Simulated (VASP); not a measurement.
Input:

```yaml
crystal:
  lattice:
    - [0.00000, 2.98235, 2.98235]
    - [2.98235, 0.00000, 2.98235]
    - [2.98235, 2.98235, 0.00000]
  atoms:
    - { symbol: Ca, position: [0.00000, 0.00000, 0.00000] }
    - { symbol: Se, position: [0.50000, 0.50000, 0.50000] }
```

All values below come from PBE GGA, VASP's PBE PAW potentials (set 64) (plane waves; VASP). Numerical set-up: 520 eV cut-off, Gaussian smearing of 0.050 eV, potentials Ca_sv Se.

Q: Give the energies of bands 6 to 11 at the high-symmetry points, in eV from the valence-band maximum.

A: 
```json
[
 {"band": "6", "Γ": "0.00", "X": "-2.46", "U": "-2.19", "L": "-3.19", "W": "-1.93"},
 {"band": "7", "Γ": "0.00", "X": "-0.91", "U": "-1.99", "L": "-1.15", "W": "-1.93"},
 {"band": "8", "Γ": "0.00", "X": "-0.91", "U": "-1.08", "L": "-1.15", "W": "-1.62"},
 {"band": "9", "Γ": "3.21", "X": "2.08", "U": "3.29", "L": "4.48", "W": "4.38"},
 {"band": "10", "Γ": "3.71", "X": "4.94", "U": "5.59", "L": "5.41", "W": "4.38"},
 {"band": "11", "Γ": "3.71", "X": "5.00", "U": "5.65", "L": "5.44", "W": "5.17"}
]
```

The gap is indirect, 2.08 eV, from the valence maximum at Γ to the conduction minimum at X.

Measured: gap 3.85 eV (computed value off by -1.77 eV), as given by Abedi et al., (2022), arXiv:2211.14644.

The compound is CaSe in the rock salt structure. It was relaxed first.
